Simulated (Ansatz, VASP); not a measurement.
**Two plane-wave programs on Ta4NiO11**

The input INCAR:

```
SYSTEM = Ta4NiO11
  PREC = Accurate
  ENCUT = 520
  EDIFF = 1E-7
  ISMEAR = -1
  SIGMA = 0.05
  LREAL = .FALSE.
  LASPH = .TRUE.
  NELM = 150
  ALGO = Normal
  ISIF = 2
  LWAVE = .FALSE.
  LCHARG = .FALSE.
  ISPIN = 2
  MAGMOM = 0 0 0 0 1 0 0 0 0 0 0 0 0 0 0 0
  LORBIT = 11
  LMAXMIX = 4
  GGA = PE
  NBANDS = 78
  KPAR = 4
```

Contents of KPOINTS:

```
Automatic mesh
0
G
  5 5 5
  0 0 0
```

File POSCAR:

```
Ta4NiO11
1.0
    0.0000000000      4.8671500000      4.8671500000
    4.8671500000      0.0000000000      4.8671500000
    4.8671500000      4.8671500000      0.0000000000
Ta Ni O
4 1 11
Direct
    0.6300700000      0.1098000000      0.6300700000
    0.6300700000      0.6300700000      0.6300700000
    0.1098000000      0.6300700000      0.6300700000
    0.6300700000      0.6300700000      0.1098000000
    0.0000000000      0.0000000000      0.0000000000
    0.2500000000      0.2500000000      0.2500000000
    0.8434600000      0.4696200000      0.8434600000
    0.8434600000      0.8434600000      0.8434600000
    0.4696200000      0.8434600000      0.8434600000
    0.8434600000      0.8434600000      0.4696200000
    0.3002300000      0.6997700000      0.6997700000
    0.6997700000      0.3002300000      0.3002300000
    0.6997700000      0.6997700000      0.3002300000
    0.3002300000      0.3002300000      0.6997700000
    0.3002300000      0.6997700000      0.3002300000
    0.6997700000      0.3002300000      0.6997700000
```

input.yaml

```yaml
crystal:
  lattice:
    - [0.0, 4.86715, 4.86715]
    - [4.86715, 0.0, 4.86715]
    - [4.86715, 4.86715, 0.0]
  atoms:
    - { symbol: Ta, position: [0.63007, 0.1098, 0.63007] }
    - { symbol: Ta, position: [0.63007, 0.63007, 0.63007] }
    - { symbol: Ta, position: [0.1098, 0.63007, 0.63007] }
    - { symbol: Ta, position: [0.63007, 0.63007, 0.1098] }
    - { symbol: Ni, position: [0.0, 0.0, 0.0], spin: 1.0 }
    - { symbol: O, position: [0.25, 0.25, 0.25] }
    - { symbol: O, position: [0.84346, 0.46962, 0.84346] }
    - { symbol: O, position: [0.84346, 0.84346, 0.84346] }
    - { symbol: O, position: [0.46962, 0.84346, 0.84346] }
    - { symbol: O, position: [0.84346, 0.84346, 0.46962] }
    - { symbol: O, position: [0.30023, 0.69977, 0.69977] }
    - { symbol: O, position: [0.69977, 0.30023, 0.30023] }
    - { symbol: O, position: [0.69977, 0.69977, 0.30023] }
    - { symbol: O, position: [0.30023, 0.30023, 0.69977] }
    - { symbol: O, position: [0.30023, 0.69977, 0.30023] }
    - { symbol: O, position: [0.69977, 0.30023, 0.69977] }
hamiltonian:
  xc: pbe
  pseudopotentials: { kind: paw, source: jth }
magnetization:
  spin_polarized: true
kpoints:
  mp_grid: { grid: [5, 5, 5] }
scf:
  occupations: { method: fermi_dirac, width: 0.05 }
output:
  forces: true
  stress: true
  eigenvalues: true
  write_density: true
  write_potential: true
  elf: true
  volumetric_format: npy
```

The cell was built by a generator and needn't be a form met in nature.

Alike in both runs: task single point; functional PBE; k mesh 5 × 5 × 5; occupations fermi-dirac, width 0.05 eV; collinear spin, ferromagnetic start.

|  | VASP | Ansatz |
| --- | --- | --- |
| version | VASP 6.6.1 | Ansatz 0.2.0 |
| potentials or method | VASP PAW PBE potentials, release 64 (Ta_pv, Ni, O) | JTH PAW |
| plane-wave cutoff (eV) | 520 | 2400 |
| valence electrons in the cell | 120 | 136 |

VASP gave:

- gap on the k mesh at the Fermi level (eV): none
- pressure (GPa): 0.2
- rms of the force components (eV/Å): 0.018
- net moment per atom (μB): 0.06
- size of the moment on the site where the two differ most (μB): 0.01

Problem. Estimate Ansatz's values.

Solution. gap on the k mesh at the Fermi level (eV): none; pressure (GPa): 0.4; rms of the force components (eV/Å): 0.032; net moment per atom (μB): 0.14; size of the moment on the site where the two differ most (μB): 1.25.

Site moments also hang on the region over which each program counts them. Atom by atom the forces differ by 0.044 eV/Å (rms over components). A gap of «none» marks a metal or a gap that the smearing closes. The two sets of potentials don't hold the same shells in valence.

Caveats: a cell with one magnetic atom can't hold antiferromagnetic order, which such compounds often take; semilocal functionals often make such compounds metallic where correlation or magnetic order opens a gap, which also shifts bond lengths. The runs have no spin-orbit coupling, so splittings on Ta are missing. With open d or f shells a metallic result of PBE can be an artefact of self-interaction; +U or a hybrid may open a gap.
